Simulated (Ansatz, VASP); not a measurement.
# Li3Bi2 in VASP and in Ansatz

```
CELL_PARAMETERS angstrom
5.34628 0.00000 0.00000
0.00000 5.34628 0.00000
0.00000 0.00000 5.45809
ATOMIC_POSITIONS crystal
Li 0.50000 0.50000 0.50000
Li 0.00000 0.50000 0.00000
Li 0.50000 0.00000 0.00000
Bi 0.00000 0.50000 0.50000
Bi 0.50000 0.00000 0.50000
```

Alike in both runs: task relaxation of cell and atoms; functional PBE; k mesh 8 × 8 × 8; occupations gaussian, width 0.1 eV; no spin polarisation.

|  | VASP | Ansatz |
| --- | --- | --- |
| version | VASP 6.6.1 | Ansatz 0.2.0 |
| potentials or method | VASP PAW PBE potentials, release 64 (Li_sv, Bi_d) | scalar-relativistic, plane waves, PAW |
| plane-wave cutoff (eV) | 600 | 420 |
| valence electrons in the cell | 39 | 39 |

|  | VASP | Ansatz | Ansatz less VASP |
| --- | --- | --- | --- |
| gap on the k mesh at the Fermi level, each at its own relaxed structure (eV) | none | none | - |
| relaxed volume (Å³/atom) | 31.25 | 31.42 | +0.172 |
| relaxed cell length with the largest relative difference (Å) | 5.348 | 5.361 | +0.0122 |

A gap of «none» marks a metal or a gap that the smearing closes.

Caveats: the cutoff is under 1.25 times the usual one of these potentials, so pressure, stress and relaxed cells hold a basis-set (Pulay) error (VASP); spin-orbit coupling is left out, which moves the levels of the heavy elements.
